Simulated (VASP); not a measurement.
Given:

```
CELL_PARAMETERS angstrom
      0.00000     2.08679     2.08679
      2.08679     0.00000     2.08679
      2.08679     2.08679     0.00000
ATOMIC_POSITIONS crystal
  Mg 0.00000 0.00000 0.00000
  O  0.50000 0.50000 0.50000
```

Method: AM05 GGA, VASP's PBE PAW potentials (set 64) (plane waves; VASP). Run with 520 eV cut-off, 11×11×11 Γ-centred mesh, Gaussian smearing of 0.050 eV, potentials Mg O.

What does the run give for the energy per atom (σ→0), pressure, band gap (on the k-mesh) with the smallest direct gap where there is one?

```yaml
band gap (on the k-mesh): 4.98 eV
smallest direct gap (on the k-mesh): 4.98 eV
energy per atom (σ→0): -6.064 eV/atom
pressure: 5.11 GPa
```

Only differences to runs with the same potentials and settings are physical.

The compound is MgO in the rock salt structure. This cell is one point of a volume scan, at 0.97 of the reference volume.
